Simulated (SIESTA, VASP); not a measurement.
Given: the input of a run of SIESTA 5.4.2 on CrN2. The cell comes from a database or a generator and needn't be the stable form of this composition.

File CrN2.fdf:

```
SystemName                      CrN2
SystemLabel                     CrN2
NumberOfSpecies                 2
NumberOfAtoms                   6
%block ChemicalSpeciesLabel
  1  24 Cr
  2   7 N
%endblock ChemicalSpeciesLabel

LatticeConstant                 1.0 Ang
%block LatticeVectors
     3.9017860000     0.0000000000     0.0000000000
     0.0000000000     4.8095120000     0.0000000000
     0.0000000000     0.0000000000     2.7841700000
%endblock LatticeVectors
AtomicCoordinatesFormat         Fractional
%block AtomicCoordinatesAndAtomicSpecies
     0.0000000000     0.0000000000     0.0000000000  1  Cr
     0.5000000000     0.5000000000     0.5000000000  1  Cr
     0.8661700000     0.5887750000     0.0000000000  2  N
     0.1338300000     0.4112250000     0.0000000000  2  N
     0.3661700000     0.9112250000     0.5000000000  2  N
     0.6338300000     0.0887750000     0.5000000000  2  N
%endblock AtomicCoordinatesAndAtomicSpecies

%block kgrid.MonkhorstPack
    7   0   0  0.0
    0   6   0  0.0
    0   0  10  0.0
%endblock kgrid.MonkhorstPack
XC.Functional                   GGA
XC.Authors                      PBE
PAO.BasisSize                   DZP
PAO.EnergyShift                 0.003 Ry
Mesh.Cutoff                     800 Ry
Spin                            polarized
%block DM.InitSpin
    1   3.000
    2   3.000
    3   0.000
    4   0.000
    5   0.000
    6   0.000
%endblock DM.InitSpin
OccupationFunction              FD
ElectronicTemperature           0.05 eV
MaxSCFIterations                200
SCF.MustConverge                false
SCF.Mixer.Method                Pulay
SCF.Mixer.Weight                0.1
SCF.Mixer.History               10
SCF.DM.Tolerance                5.0e-05
SCF.H.Tolerance                 1.0e-03 eV
WriteForces                     true
Charge.Mulliken                 end
%block PAO.Basis
  Cr 5
  n=3 0 2
    2.885 0.000
  n=4 0 2
    8.703 0.000
  n=3 1 2
    3.267 0.000
  n=4 1 1
    8.703
  n=3 2 2
    6.381 0.000
%endblock PAO.Basis
```

Potentials or basis: PseudoDojo 0.4 standard (PBE files), converted to PSML, two zetas on semicore shells, DZP (energy shift 0.003 Ry; two zetas on semicore shells).

Run with:

```sh
$ siesta CrN2.fdf > CrN2.out 2>&1
```

Question: Set up the same calculation for VASP 6.6.1. Potentials or basis there: PBE PAW files Cr_pv, N, 520 eV.

Answer: As run (cutoffs and basis follow the program's own potentials, and thresholds, step limits or extra output files can differ):

File INCAR:

```
ALGO = Normal
EDIFF = 1E-7
ENCUT = 520
GGA = PE
ISIF = 2
ISMEAR = -1
ISPIN = 2
LASPH = T
LCHARG = T
LELF = T
LMAXMIX = 4
LORBIT = 11
LREAL = F
LVHAR = T
LWAVE = F
MAGMOM = 3 3 0 0 0 0
NBANDS = 35
NELM = 120
PREC = Accurate
SIGMA = 0.05
```

The input KPOINTS:

```
k-points
0
Gamma
  7 6 10
```

File POSCAR:

```
CrN2
1.0
    3.9017860000      0.0000000000      0.0000000000
    0.0000000000      4.8095120000      0.0000000000
    0.0000000000      0.0000000000      2.7841700000
Cr N
2 4
Direct
    0.0000000000      0.0000000000      0.0000000000
    0.5000000000      0.5000000000      0.5000000000
    0.8661700000      0.5887750000      0.0000000000
    0.1338300000      0.4112250000      0.0000000000
    0.3661700000      0.9112250000      0.5000000000
    0.6338300000      0.0887750000      0.5000000000
```

Potentials or basis: VASP PAW PBE potentials, release 64 (Cr_pv, N).

Launch:

```sh
$ cat potpaw_PBE.64/Cr_pv/POTCAR potpaw_PBE.64/N/POTCAR > POTCAR
$ mpirun -np 1 vasp_std > vasp.out
```

Both were run:

|  | SIESTA | VASP |
| --- | --- | --- |
| Pressure | 2.3 GPa | -0.6 GPa |
| Net moment | 4.28 μB per cell | 4.25 μB per cell |

The potentials hold 48 and 44 valence electrons a cell.

The magnetic state is the one that the start led to; the real crystal's order can differ.

Pressure is positive in compression.
